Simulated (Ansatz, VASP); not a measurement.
**Two plane-wave programs on TaF3**

The input POSCAR:

```
TaF3
1.0
    3.8787210000      0.0000000000      0.0000000000
    0.0000000000      3.8787210000      0.0000000000
    0.0000000000      0.0000000000      3.8787210000
Ta F
1 3
Direct
    0.0000000000      0.0000000000      0.0000000000
    0.5000000000      0.0000000000      0.0000000000
    0.0000000000      0.5000000000      0.0000000000
    0.0000000000      0.0000000000      0.5000000000
```

File INCAR.step1:

```
SYSTEM = TaF3
PREC     = Accurate       ! precision mode
ENCUT    = 520            ! plane-wave cutoff, eV
ISMEAR   = 0              ! smearing method
SIGMA    = 0.1693         ! smearing width, eV
LREAL    = .FALSE.        ! projectors in reciprocal space
LASPH    = .TRUE.         ! aspherical terms in the spheres
NELM     = 80             ! most SCF steps
NBANDS   = 24             ! bands
GGA      = PE             ! functional
ALGO     = Normal         ! electronic algorithm
EDIFF    = 1E-4           ! SCF threshold, eV
LWAVE    = .TRUE.         ! write WAVECAR
LCHARG   = .FALSE.        ! write CHGCAR
```

File INCAR.step2:

```
SYSTEM = TaF3
PREC     = Accurate       ! precision mode
ENCUT    = 520            ! plane-wave cutoff, eV
EDIFF    = 1E-6           ! SCF threshold, eV
ISMEAR   = 0              ! smearing method
SIGMA    = 0.1693         ! smearing width, eV
LREAL    = .FALSE.        ! projectors in reciprocal space
LASPH    = .TRUE.         ! aspherical terms in the spheres
NELM     = 80             ! most SCF steps
ALGO     = Normal         ! electronic algorithm
ISIF     = 2              ! what is computed and relaxed
LWAVE    = .FALSE.        ! write WAVECAR
LCHARG   = .FALSE.        ! write CHGCAR
METAGGA  = R2SCAN         ! meta-GGA
LMIXTAU  = .TRUE.       
NBANDS   = 24             ! bands
ISTART   = 1
```

Contents of KPOINTS:

```
Automatic mesh
0
G
  9 9 9
  0 0 0
```

Input for Ansatz:

```yaml
crystal:
  lattice:
    - [3.878721, 0.0, 0.0]
    - [0.0, 3.878721, 0.0]
    - [0.0, 0.0, 3.878721]
  atoms:
    - { symbol: Ta, position: [0.0, 0.0, 0.0] }
    - { symbol: F, position: [0.5, 0.0, 0.0] }
    - { symbol: F, position: [0.0, 0.5, 0.0] }
    - { symbol: F, position: [0.0, 0.0, 0.5] }
  symmetry: { tolerance: 0.0003 }
kpoints:
  mp_grid: { grid: [9, 9, 9], shift: [0, 0, 0] }
  band_path:
    path:
      - [0.0, 0.0, 0.0]
      - [0.0, 0.5, 0.0]
      - [0.5, 0.5, 0.0]
      - [0.0, 0.0, 0.0]
      - [0.5, 0.5, 0.5]
      - [0.0, 0.5, 0.0]
    npoints: 10
magnetization:
  spin_polarized: false
scf:
  occupations: { method: gaussian, width: 0.1693 }
  lower_state_search: "off"
  max_iter: 200
hamiltonian:
  pseudopotentials: { kind: paw }
  xc: r2scan
basis:
  ecutwfc: 500
  fft_grid_basis: typed
output:
  forces: true
  stress: true
  eigenvalues: true
  bader: true
  populations: true
  elf: true
  write_potential: true
  volumetric_format: npy
  dos:
    e_range: [-12, 8]
    de: 0.05
    projected: { site_lists: { F: [F], Ta: [Ta] } }
checkpoint:
  read: saved_state
```

Alike in both runs: task single point; functional r2SCAN; k mesh 9 × 9 × 9; occupations gaussian, width 0.1693 eV; no spin polarisation.

|  | VASP | Ansatz |
| --- | --- | --- |
| version | VASP 6.6.1 | Ansatz 0.2.0 |
| potentials or method | VASP PAW PBE potentials, release 64 (Ta_pv, F) | PAW plane waves |
| plane-wave cutoff (eV) | 520 | 500 |
| valence electrons in the cell | 32 | 34 |

```csv
,VASP,Ansatz,Ansatz less VASP
pressure (GPa),26.9,25.9,-0.99
```

The two sets of potentials don't hold the same shells in valence.

Caveats: so large a pressure means that the cell lies far from this level's equilibrium, or that cutoff or potentials fall short (VASP); the potentials were made for another functional, which shifts forces and pressure (VASP). The runs have no spin-orbit coupling, so splittings on Ta are missing.
